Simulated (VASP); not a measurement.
The system is TiN.

```
Ti N
1.0
     0.00000    2.12000    2.12000
     2.12000    0.00000    2.12000
     2.12000    2.12000    0.00000
Ti N
1 1
Cartesian
  0.0000 0.0000 0.0000
  2.1200 2.1200 2.1200
```

The cell was built by a generator and needn't be a form met in nature.

* Program: VASP 6.6.1
* Task: relaxation of cell and atoms
* Functional: LDA
* Potentials or basis: VASP PAW LDA potentials, release 64 (Ti_sv, N)
* Cutoff: 600 eV
* k mesh: 16 × 16 × 16
* Occupations: methfessel-paxton, width 0.2 eV
* Spin: no spin polarisation

At the start: pressure -13.2 GPa; volume 9.53 Å³/atom.

Problem. How do energy, volume and symmetry change on relaxing?

Solution. Over 4 steps the energy falls by 18.3 meV/atom and the volume is 9.10 Å³/atom (-4.5 %); space group Fm-3m (No. 225, to 0.05 Å).

Step by step:
```csv
step,energy change (eV),largest force (eV/Å),pressure (GPa),volume (Å³)
1,0.0000,0.0000,-13.24,19.06
2,0.0574,0.0000,25.88,16.97
3,-0.0366,0.0000,-0.28,18.22
4,-0.0366,0.0000,-0.03,18.20
```

Final structure:
```
Ti N
1.0
     0.00000    2.08788    2.08788
     2.08788    0.00000    2.08788
     2.08788    2.08788    0.00000
Ti N
1 1
Cartesian
  0.0000 0.0000 0.0000
  2.0879 2.0879 2.0879
```
